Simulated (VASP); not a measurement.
Data:

```
CELL_PARAMETERS angstrom
      2.84703     0.00000     0.00000
      0.00000     2.84703     0.00000
      0.00000     0.00000     2.84703
ATOMIC_POSITIONS crystal
  Ga 0.50000 0.50000 0.50000
  Co 0.00000 0.00000 0.00000
```

Method: PBE GGA with D4 dispersion, VASP's PBE PAW potentials (set 64) (plane waves; VASP). Numerical set-up: 520 eV cut-off, 12×12×12 Γ-centred mesh, first-order Methfessel-Paxton smearing of 0.10 eV, potentials Ga_d Co.

Task: Estimate the energy per atom (σ→0), band gap (on the k-mesh) with the smallest direct gap where there is one.

Result: 
The band gap (on the k-mesh) is none (metal, semimetal or under 0.01 eV). The energy per atom (σ→0) comes out as -5.794 eV/atom.

The absolute energy has meaning only against runs of the same code, potentials and settings.

The compound is CoGa in the CsCl type structure. It was relaxed first. The start is the result of an earlier pass. The run is not spin-polarised, so no magnetic state was tried.
